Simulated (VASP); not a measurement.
Here is the system:

```xyz
2
Lattice="2.8518 0.0000 0.0000 0.0000 2.8518 0.0000 0.0000 0.0000 2.8518" Properties=species:S:1:pos:R:3 pbc="T T T"
Al     1.4259     1.4259     1.4259
Ni     0.0000     0.0000     0.0000
```

The numbers are results of revPBE GGA, VASP's PBE PAW potentials (set 64) (plane waves; VASP), not measurements. Run with 520 eV cut-off, 12×12×12 Γ-centred mesh, first-order Methfessel-Paxton smearing of 0.10 eV, potentials Al Ni.

### Question
Give the stress tensor in GPa (positive for a compressed cell).

### Answer

```
10.49   0.00   0.00
 0.00  10.49   0.00
 0.00   0.00  10.49
```
The pressure is its mean diagonal, 10.49 GPa.

The compound is NiAl in the CsCl type structure. This cell is one point of a volume scan, at 0.94 of the reference volume. The run is not spin-polarised, so no magnetic state was tried. The electron count is odd and the run is not spin-polarised, which forces a metal.
